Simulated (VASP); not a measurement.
All values below come from PBE GGA, VASP's PBE PAW potentials (set 64) (plane waves; VASP).

The input files of a VASP run:

POSCAR:
```
Pb
1
    0.0000000000     2.5134406464     2.5134406464
    2.5134406464    -0.0000000000     2.5134406464
    2.5134406464     2.5134406464    -0.0000000000
Pb
1
Direct
  1.0000000000   0.0000000000   0.0000000000
```

### KPOINTS
```
Automatic
0
gamma
12 12 12
```

**INCAR**
```
! general
SYSTEM   =  Pb
PREC     =  Accurate
ENCUT    =  480
LREAL    =  .FALSE.
LASPH    =  .TRUE.

! electronic loop
EDIFF    =  1E-7
NELM     =  100
ALGO     =  Normal
LMAXMIX  =  4

! smearing
ISMEAR   =  1
SIGMA    =  0.1

! functional
GGA      =  PE

! ions
IBRION   =  2
NSW      =  40
ISIF     =  3
EDIFFG   =  -0.01
PSTRESS  =  50

! output
LWAVE    =  .FALSE.
LCHARG   =  .FALSE.
```

POTCAR, in this order: Pb_d (PBE.64 set). Program: vasp_std.

What will the output report for the number of irreducible k-points (NKPTS), number of bands (NBANDS), largest plane-wave count, number of space-group operations, FFT grid (NGX, NGY, NGZ)?

The number of irreducible k-points (NKPTS) is 72 and the number of bands (NBANDS) is 11. The largest plane-wave count is 769, the number of space-group operations comes out as 48 and the FFT grid (NGX, NGY, NGZ) is 28 × 28 × 28.

The compound is Pb in the fcc structure. This run relaxes it under an external pressure of 5 GPa. Symmetry was kept, so distortions that lower it aren't found.
